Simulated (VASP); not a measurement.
NaLaMnMoO6: atomic charges with PBE

NaLaMnMoO6:

```
Na La Mn Mo O
1.0
    -2.72294    2.72294    3.89889
     2.72294   -2.72294    3.89889
     2.72294    2.72294   -3.89889
Na La Mn Mo O
1 1 1 1 6
Direct
  0.25000 0.75000 0.50000
  0.75000 0.25000 0.50000
  0.50000 0.50000 0.00000
  0.00000 0.00000 0.00000
  0.20766 0.29607 0.50371
  0.29605 0.79234 0.08841
  0.79236 0.70395 0.49629
  0.70393 0.20764 0.91159
  0.25194 0.25194 0.00000
  0.74806 0.74806 0.00000
```

The cell was built by a generator and needn't be a form met in nature.

```yaml
Program: VASP 6.6.1
Task: atomic charges
Functional: PBE
Potentials_or_basis: VASP PAW PBE potentials, release 64 (Na_pv, La, Mn_pv, Mo_sv, O)
Cutoff: 520 eV
k_mesh: 7 × 7 × 7
Occupations: fermi-dirac, width 0.05 eV
Spin: collinear spin, ferromagnetic start
Starting_moments: "[0.0, 0.0, 4.0, 1.0, 0.0, 0.0, 0.0, 0.0, 0.0, 0.0] μB"
Further_INCAR_settings: ALGO = Normal; EDIFF = 1e-06
```

```
Pressure                                              : 0.6 GPa
Largest force                                         : 0.134 eV/Å
Band gap on the k mesh                                : none (metal or under the smearing width)
Net moment                                            : 2.00 μB per cell
Site moments                                          : Na +0.00; La -0.02; Mn +2.51; Mo -0.58; O +0.01 μB
Valence electrons inside the program's atomic spheres : Na 6.02; La 8.47; Mn 11.67; Mo 12.36; O 5.03
```

Forces in eV/Å, atoms in the order of the input:
```
Na   0.000  0.000  0.000
La   0.000  0.000  0.000
Mn   0.000  0.000  0.000
Mo   0.000  0.000  0.000
O   -0.028 -0.079 -0.014
O    0.079 -0.028  0.014
O    0.028  0.079 -0.014
O   -0.079  0.028  0.014
O    0.000  0.000 -0.134
O    0.000  0.000  0.134
```

Stress tensor (GPa, compression positive):
```
0.58 0.00 0.00
0.00 0.58 0.00
0.00 0.00 0.67
```

Levels at points of the mesh, in eV from the Fermi level:
Spin up:
| k point | band 39 | band 40 | band 41 | band 42 | band 43 | band 44 | band 45 | band 46 |
| --- | --- | --- | --- | --- | --- | --- | --- | --- |
| (0.00, 0.00, 0.00) | -2.73 | -2.37 | -2.37 | -0.73 | -0.34 | 0.81 | 0.81 | 1.09 |
Spin down:
```csv
k point,band 37,band 38,band 39,band 40,band 41,band 42
"(0.00, 0.00, 0.00)",-2.65,-2.65,-1.17,-1.17,-1.17,0.70
```

Wall time 11 min on 4 MPI ranks on Intel(R) Xeon(R) Platinum 8175M CPU @ 2.50GHz (Skylake/Cascade Lake) (shared host), peak memory 0.7 GiB a rank.

Caveat: a cell with one magnetic atom can't hold antiferromagnetic order, which such compounds often take; semilocal functionals often make such compounds metallic where correlation or magnetic order opens a gap, which also shifts bond lengths. Spin-orbit coupling is left out, which matters for the levels of La.
